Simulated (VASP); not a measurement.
HfSi2B4:

```xyz
7
Lattice="3.7092 0.0000 0.0000 0.0000 3.7092 0.0000 0.0000 0.0000 7.0351" Properties=species:S:1:pos:R:3 pbc="T T T"
Hf    1.8546    1.8546    0.0000
Si    1.8546    1.8546    2.6687
Si    1.8546    1.8546    4.3664
B     1.8546    0.0000    0.0000
B     0.0000    1.8546    0.0000
B     1.8546    0.0000    3.5175
B     0.0000    1.8546    3.5175
```

The cell was built by a generator and needn't be a form met in nature.

* Program: VASP 6.6.1
* Task: relaxation of cell and atoms
* Functional: PBE
* Potentials or basis: VASP PAW PBE potentials, release 64 (Hf_pv, Si, B)
* Cutoff: 520 eV
* k mesh: 5 × 5 × 3
* Occupations: gaussian, width 0.15 eV
* Spin: no spin polarisation

At the start: pressure 50.3 GPa; volume 13.83 Å³/atom.

Task: Where does the relaxation end?

Result: Over 19 steps the energy falls by 1049.2 meV/atom and the volume is 18.78 Å³/atom (+35.8 %); space group P4/mmm (No. 123, to 0.05 Å).

The path:
```
step  energy change (eV)  largest force (eV/Å)  pressure (GPa)  volume (Å³)
   1              0.0000               21.2838           50.34        96.79
   2              0.1698                7.3464            4.18       170.87
   3             -1.4521                6.4996            2.91       158.41
   4             -2.7842                6.2225            2.24       148.46
   5             -5.9121                4.2480            7.18       120.83
   6             -6.2424                1.6254           15.75       108.38
   7             -6.2805                3.1526           11.34       113.31
   8             -6.3027                2.8145           12.28       111.92
   9             -7.2058                1.1628           -1.08       132.28
  10             -7.2066                1.1274           -1.02       132.68
  11             -7.2993                0.6019           -0.09       130.61
  12             -7.3228                0.1034            0.90       129.11
  13             -7.3400                0.1003            0.31       130.67
  14             -7.3405                0.2635           -0.02       131.48
  15             -7.3410                0.2089           -0.01       131.24
  16             -7.3410                0.1616            0.07       131.02
  17             -7.3411                0.1849            0.10       131.11
  18             -7.3411                0.1979            0.07       131.17
  19             -7.3442                0.0398           -0.12       131.47
```

Final structure:
```
Hf Si B
1.0
     4.10200    0.00000    0.00000
     0.00000    4.10200    0.00000
     0.00000    0.00000    7.81319
Hf Si B
1 2 4
Direct
  0.50000 0.50000 0.00000
  0.50000 0.50000 0.34712
  0.50000 0.50000 0.65288
  0.50000 0.00000 0.00000
  0.00000 0.50000 0.00000
  0.50000 0.00000 0.50000
  0.00000 0.50000 0.50000
```

Caveat: the volume moved by over 15 % at a fixed basis, so the end points are rough.
